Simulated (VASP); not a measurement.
Consider the following.

```
MoSi2
1.0
   -1.58882     1.58882     3.89817
    1.58882    -1.58882     3.89817
    1.58882     1.58882    -3.89817
Mo Si
1 2
Direct
  0.00000   0.00000   0.00000
  0.33459   0.33459   0.00000
  0.66541   0.66541   0.00000
```

Calculation: PBE GGA with D3 dispersion (Becke-Johnson damping) with spin-orbit coupling, VASP's PBE PAW potentials (set 64) (plane waves; VASP). Settings: 400 eV cut-off, 12×12×12 Γ-centred mesh, Gaussian smearing of 0.050 eV, potentials Mo_sv Si.

Question: Give the energies of bands 15 to 28 at the high-symmetry points, in eV from the Fermi level.

Answer: 
```
band      Γ      X      P      N      M      S      R
----  -----  -----  -----  -----  -----  -----  -----
15    -3.15  -5.20  -6.23  -4.55  -2.27  -2.86  -4.53
16    -3.15  -5.20  -6.23  -4.55  -2.27  -2.86  -4.53
17    -2.71  -4.53  -2.76  -2.66  -0.63  -2.53  -3.86
18    -2.71  -4.53  -2.76  -2.66  -0.63  -2.53  -3.86
19    -2.65  -3.15  -2.15  -2.61  -0.56  -2.34  -3.02
20    -2.65  -3.15  -2.15  -2.61  -0.56  -2.34  -3.02
21     0.40  -1.19  -2.06  -0.53  -0.53  -0.43  -1.78
22     0.40  -1.19  -2.06  -0.53  -0.53  -0.43  -1.78
23     3.11   2.39   0.34   2.34  -0.42   1.56   1.83
24     3.11   2.39   0.34   2.34  -0.42   1.56   1.83
25     3.25   2.83   2.40   3.13   0.54   3.05   2.08
26     3.25   2.83   2.40   3.13   0.54   3.05   2.08
27     3.58   3.19   4.04   4.23   4.79   3.69   2.70
28     3.58   3.19   4.04   4.23   4.79   3.69   2.70
```

It has no gap at this level: it comes out as a metal or semimetal.

The structure comes from a measured Si2Mo entry (I4/mmm) of the Crystallography Open Database, whose conditions weren't checked. It was relaxed first.
